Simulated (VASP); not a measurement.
# Li3Au (Fm-3m) in VASP: single point with LDA

Aim: the single point of Li3Au with LDA.

Everything below comes from runs of VASP 6.6.1. Logs are shortened: lines on timing, memory, paths and dates and some standing lists are left out, and cuts for length are marked.

## 1. The structure

Symmetry: Fm-3m, No. 225, cubic system. Conventional cell: a = 6.213 Å, b = 6.213 Å, c = 6.213 Å, α = 90.00°, β = 90.00°, γ = 90.00°. Li (site symmetry -43m) has 4 Li at 2.69 Å and 4 Au at 2.69 Å as nearest neighbours. Li (site symmetry m-3m) has 8 Li at 2.69 Å as nearest neighbours. Au (site symmetry m-3m) has 8 Li at 2.69 Å as nearest neighbours.

The cell comes from a database or a generator and needn't be the stable form of this composition.

## 2. Single point, LDA

Contents of INCAR:

```
SYSTEM = Li3Au
PREC = Accurate
ENCUT = 520
EDIFF = 1E-6
ISMEAR = -1
SIGMA = 0.03
LREAL = .FALSE.
LASPH = .TRUE.
NELM = 80
ALGO = Normal
ISIF = 2
LWAVE = .FALSE.
LCHARG = .FALSE.
NBANDS = 18
```

Contents of KPOINTS:

```
regular mesh
0
G
  11 11 11
  0 0 0
```

Contents of POSCAR:

```
Li3Au
1.0
    0.0000000000      3.1067225856      3.1067225856
    3.1067225856      0.0000000000      3.1067225856
    3.1067225856      3.1067225856      0.0000000000
Li Au
3 1
Direct
    0.2500000000      0.2500000000      0.2500000000
    0.5000000000      0.5000000000      0.5000000000
    0.7500000000      0.7500000000      0.7500000000
    0.0000000000      0.0000000000      0.0000000000
```

Potentials or basis: VASP PAW LDA potentials, release 64 (Li_sv, Au).

Started as:

```bash
> cat potpaw_LDA.64/Li_sv/POTCAR potpaw_LDA.64/Au/POTCAR > POTCAR
> mpirun -np 1 vasp_std > vasp.out
```

OUTCAR:

```text
SYSTEM = Li3Au
   PREC = Accurate
   ENCUT = 520
   EDIFF = 1E-6
   ISMEAR = -1
   LREAL = .FALSE.
   LASPH = .TRUE.
   NELM = 80
   ISIF = 2

 ion  position               nearest neighbor table
   1  0.250  0.250  0.250-   4 2.69   4 2.69   4 2.69   4 2.69
   2  0.500  0.500  0.500-
   3  0.750  0.750  0.750-   4 2.69   4 2.69   4 2.69   4 2.69
   4  0.000  0.000  0.000-   3 2.69   3 2.69   3 2.69   1 2.69   3 2.69   1 2.69   1 2.69   1 2.69

  LATTYP: Found a face centered cubic cell.
 ALAT       =     6.2134451712

  Lattice vectors:

 A1 = (   0.0000000000,   3.1067225856,   3.1067225856)
 A2 = (   3.1067225856,   0.0000000000,   3.1067225856)
 A3 = (   3.1067225856,   3.1067225856,   0.0000000000)

Analysis of symmetry for initial positions (statically):
=====================================================================
 Subroutine PRICEL returns:
 Original cell was already a primitive cell.

 Routine SETGRP: Setting up the symmetry group for a
 face centered cubic supercell.

 Subroutine GETGRP returns: Found 48 space group operations
 (whereof 48 operations were pure point group operations)
 out of a pool of 48 trial point group operations.

The static configuration has the point symmetry O_h .

Analysis of symmetry for dynamics (positions and initial velocities):
=====================================================================
 Subroutine PRICEL returns:
 Original cell was already a primitive cell.

 Routine SETGRP: Setting up the symmetry group for a
 face centered cubic supercell.

 Subroutine GETGRP returns: Found 48 space group operations
 (whereof 48 operations were pure point group operations)
 out of a pool of 48 trial point group operations.

The dynamic configuration has the point symmetry O_h .

 Subroutine INISYM returns: Found 48 space group operations
 (whereof 48 operations are pure point group operations),
 and found     1 'primitive' translations

----------------------------------------------------------------------------------------

                                     Primitive cell

  volume of cell :      59.9705

  direct lattice vectors                    reciprocal lattice vectors
[... 83 lines left out ...]
   ISTART =      0    job   : 0-new  1-cont  2-samecut
   ICHARG =      2    charge: 1-file 2-atom 10-const
   ISPIN  =      1    spin polarized calculation?
   LNONCOLLINEAR =      F non collinear calculations
   LSORBIT =      F    spin-orbit coupling
   LASPH  =      T    aspherical Exc in radial PAW
   ENCUT  =  520.0 eV  38.22 Ry    6.18 a.u.   8.17  8.17  8.17*2*pi/ulx,y,z
   NELM   =     80;   NELMIN=  2; NELMDL= -5     # of ELM steps
   EDIFF  = 0.1E-05   stopping-criterion for ELM
   LREAL  =      F    real-space projection
   EDIFFG = 0.1E-04   stopping-criterion for IOM
   NSW    =      0    number of steps for IOM
   IBRION =     -1    ionic relax: 0-MD 1-quasi-New 2-CG
   NFREE  =      0    steps in history (QN), initial steepest desc. (CG)
   ISIF   =      2    stress and relaxation
   ISYM   =      2    0-nonsym 1-usesym 2-fastsym
   POTIM  = 0.5000    time-step for ionic-motion
   TEBEG  =    0.0;   TEEND  =   0.0 temperature during run
   PSTRESS=    0.0 pullay stress
   NELECT =      20.0000    total number of electrons
   NUPDOWN=      -1.0000    fix difference up-down
   EMIN   =  10.00;   EMAX   =-10.00  energy-range for DOS
   EFERMI =   0.00;   METHOD = LEGACY
   ISMEAR =    -1;   SIGMA  =   0.03  broadening in eV -4-tet -1-fermi 0-gaus
   EFERMI_NEDOS =   21; number of points for ismear=-14 and -15
   IALGO  =     38    algorithm
   IMIX   =      4    mixing-type and parameters
     AMIX     =   0.40;   BMIX     =  1.00
     AMIX_MAG =   1.60;   BMIX_MAG =  1.00
  volume/ion in A,a.u.               =      14.99       101.18
  Fermi-wavevector in a.u.,A,eV,Ry     =   1.135287  2.145381 17.536232  1.288877
  Thomas-Fermi vector in A             =   2.271992
   LORBIT       =      0    0 simple, 1 ext, 2 COOP (PROOUT), +10 PAW based schemes
   GGA     = CA    functional components
   LHFCALC =     F    Hartree Fock is set to
   AEXX    =    0.0000 exact exchange contribution
   IVDW    =     0    specifies the selected vdW correction
   LEPSILON=     F    determine dielectric tensor
   LRPA    =     F    only Hartree local field effects (RPA)
 non-spin polarized calculation
  energy-cutoff  :      520.00
  volume of cell :       59.97
 maximum number of plane-waves:      1639
 NGX is ok and might be reduce to    36
   NGX = 17   NGY = 17   NGZ = 17

 number of electron      20.0000022 magnetization

 Free energy of the ion-electron system (eV)
  ---------------------------------------------------
  ext. energy  EPLUGINS =         0.00000000
  ---------------------------------------------------
  free energy    TOTEN  =       -12.18211417 eV

  energy without entropy =      -12.17860951  energy(sigma->0) =      -12.18036184

 E-fermi :   3.7915     XC(G=0):  -9.5072

 val. band max:        3.7808991116   @ k =  -0.3636   0.2727   0.0000
 cond. band min:       3.8131811076   @ k =  -0.4545   0.3636   0.1818
 fundamental gap:      0.0322819961
 Fermi energy:         3.7915083168

 k-point     1 :       0.0000    0.0000    0.0000
  band No.  band energies     occupation
      1     -41.6105      2.00000
      2     -41.0214      2.00000
      3     -41.0047      2.00000
      4      -2.2715      2.00000
      5      -0.8151      2.00000
      6      -0.8151      2.00000
[... 481 lines left out ...]
      5      -0.7388      2.00000
      6      -0.7148      2.00000
[... 10 lines left out ...]
     17      11.3513      0.00000
     18      13.7551      0.00000

 [... further k-points ...]
[... 5 lines left out ...]
  --------------------------------------------------------------------------------------
  -------------------------------------------------------------------------------------
  Total       -0.7920573     -0.7920573     -0.7920573      0.0000000     -0.0000000      0.0000000
  in kB      -21.1606869    -21.1606869    -21.1606869      0.0000000     -0.0000000      0.0000000
  external PRESSURE =     -21.1606869 kB  Pullay stress =       0.0000000 kB

 VOLUME and BASIS-vectors are now :
 -----------------------------------------------------------------------------
  energy-cutoff  :      520.00
  volume of cell :       59.97
      direct lattice vectors                 reciprocal lattice vectors
     0.000000000  3.106722586  3.106722586    -0.160941309  0.160941309  0.160941309
     3.106722586  0.000000000  3.106722586     0.160941309 -0.160941309  0.160941309
     3.106722586  3.106722586  0.000000000     0.160941309  0.160941309 -0.160941309

 POSITION                                       TOTAL-FORCE (eV/Angst)
 -----------------------------------------------------------------------------------
      1.55336      1.55336      1.55336        -0.000000     -0.000000     -0.000000
      3.10672      3.10672      3.10672        -0.000000     -0.000000      0.000000
      4.66008      4.66008      4.66008         0.000000      0.000000      0.000000
      0.00000      0.00000      0.00000        -0.000000     -0.000000      0.000000
 -----------------------------------------------------------------------------------
    total drift:                               -0.000000      0.000000      0.000000

  FREE ENERGIE OF THE ION-ELECTRON SYSTEM (eV)
  ---------------------------------------------------
  free  energy   TOTEN  =       -12.1821141661 eV

  energy  without entropy=      -12.1786095074  energy(sigma->0) =      -12.18036184
```

It took 28 s on 1 thread of Intel Xeon 6975P-C (Granite Rapids), shared host; peak memory 0.2 GiB.

Results:

- Free energy: -12.1821 eV
- Band gap on the k mesh: none (metal or under the smearing width)

Levels at points of the mesh, in eV from the Fermi level:
| k point | band 7 | band 8 | band 9 | band 10 | band 11 | band 12 | band 13 | band 14 |
| --- | --- | --- | --- | --- | --- | --- | --- | --- |
| (0.00, 0.00, 0.00) | -4.61 | -4.21 | -4.21 | 4.04 | 4.04 | 4.04 | 5.97 | 5.97 |

Caveat: the cutoff is under 1.25 times the usual one of these potentials, so pressure, stress and relaxed cells hold a basis-set (Pulay) error. The run has no spin-orbit coupling, so splittings on Au are missing.
